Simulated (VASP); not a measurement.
Runs of VASP 6.6.1 on Ag. It takes space group Fm-3m (No. 225, cubic). Conventional cell: a = 4.135 Å, b = 4.135 Å, c = 4.135 Å, α = 90.00°, β = 90.00°, γ = 90.00°. Ag (site symmetry m-3m) has 12 Ag at 2.92 Å as nearest neighbours. 

| task | level | potentials or basis | cell | k mesh | cutoff (eV) | mesh quality | gap on the mesh (eV) | pressure (GPa) | relaxed volume (Å³/atom) |
| --- | --- | --- | --- | --- | --- | --- | --- | --- | --- |
| relaxation of cell and atoms | LDA | VASP PAW LDA potentials, release 64 (Ag) | relaxed | 18 × 18 × 18 | 600 | not flagged | none | 0.0 | (a) |
| relaxation of cell and atoms | RPBE | VASP PAW PBE potentials, release 64 (Ag) | relaxed | 18 × 18 × 18 | 600 | not flagged | none | 0.0 | 18.64 |
| relaxation of cell and atoms | PBEsol | VASP PAW PBE potentials, release 64 (Ag) | relaxed | 18 × 18 × 18 | 300 | not flagged | none | 0.0 | (b) |
| relaxation of cell and atoms | PBEsol | VASP PAW PBE potentials, release 64 (Ag) | relaxed | 6 × 6 × 6 | 600 | coarse | none | 0.0 | 16.75 |
| relaxation of cell and atoms | PBEsol | VASP PAW PBE potentials, release 64 (Ag) | relaxed | 18 × 18 × 18 | 600 | not flagged | none | 0.0 | 16.64 |
| relaxation of cell and atoms | PBEsol | VASP PAW PBE potentials, release 64 (Ag) | relaxed | 18 × 18 × 18 | 580 | not flagged | none | 0.0 | 16.63 |
| single point | PBEsol | VASP PAW PBE potentials, release 64 (Ag) | as given | 18 × 18 × 18 | 520 | not flagged | none | -6.1 | - |
| relaxation of cell and atoms | PBEsol | VASP PAW PBE potentials, release 64 (Ag) | relaxed | 18 × 18 × 18 | 480 | not flagged | none | 0.0 | 16.64 |

Alike in all rows: no spin polarisation; smearing gaussian 0.1 eV.

Problem. Estimate the missing entries.

Solution. (a) 16.04; (b) 16.57.

Caveats: some runs use coarse meshes; the PAW data sets were made with another functional, which shifts forces and pressure a little (some runs); the cutoff is under 1.25 times the usual one of these potentials, so pressure, stress and relaxed cells hold a basis-set (Pulay) error (some runs).

A k mesh can miss the band edges, and the runs leave out spin-orbit coupling on Ag.

A gap of «none» marks a metal or a gap under the smearing width.

Runs at the PBE level aren't shown here.
